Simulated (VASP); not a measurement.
OSZICAR of a VASP run on CuI (zinc blende):

File OSZICAR:
```
       N       E                     dE             d eps       ncg     rms          rms(c)
DAV:   1     0.113730174554E+03    0.11373E+03   -0.81548E+03   754   0.150E+03
DAV:   2     0.743157572411E+01   -0.10630E+03   -0.99489E+02   769   0.270E+02
DAV:   3    -0.547885381417E+00   -0.79795E+01   -0.78810E+01  1017   0.870E+01
DAV:   4    -0.798023612240E+00   -0.25014E+00   -0.25001E+00   876   0.139E+01
DAV:   5    -0.807536484157E+00   -0.95129E-02   -0.95126E-02  1080   0.293E+00    0.516E+00
DAV:   6    -0.723179099480E+00    0.84357E-01   -0.28023E+00   787   0.509E+01    0.332E+00
DAV:   7    -0.612739923038E+00    0.11044E+00   -0.65623E-01   839   0.294E+01    0.173E+00
DAV:   8    -0.611611966017E+00    0.11280E-02   -0.29525E-02  1153   0.231E+00    0.399E-01
DAV:   9    -0.609493237464E+00    0.21187E-02   -0.10272E-02   893   0.339E+00    0.915E-02
DAV:  10    -0.609606838861E+00   -0.11360E-03   -0.54956E-04   879   0.206E-01    0.197E-02
DAV:  11    -0.609606560883E+00    0.27798E-06   -0.46715E-05  1043   0.187E-01    0.127E-02
DAV:  12    -0.609606239858E+00    0.32103E-06   -0.28384E-06  1171   0.283E-02    0.941E-03
DAV:  13    -0.609605849547E+00    0.39031E-06   -0.29050E-06  1063   0.598E-02    0.716E-04
DAV:  14    -0.609606048303E+00   -0.19876E-06   -0.54956E-07  1028   0.717E-03    0.204E-03
DAV:  15    -0.609605959373E+00    0.88929E-07   -0.14649E-08   432   0.408E-03
   1 F= -.60960596E+00 E0= -.60960596E+00  d E =-.110430E-12
```

Problem. Which electronic solver shows in the log?

Solution. It is blocked Davidson (ALGO = Normal, or the opening steps of other solvers). The INCAR had ALGO = Normal.

Problem. Can the final energy be trusted as converged?

Solution. The calculation finished and met its thresholds. It stopped with EDIFF = 1E-7, NELM = 100 (optB88-vdW, plane waves, VASP's PBE PAW potentials (set 64)).

The compound is CuI in the zinc blende structure. This cell is one point of a volume scan, at 0.94 of the reference volume.
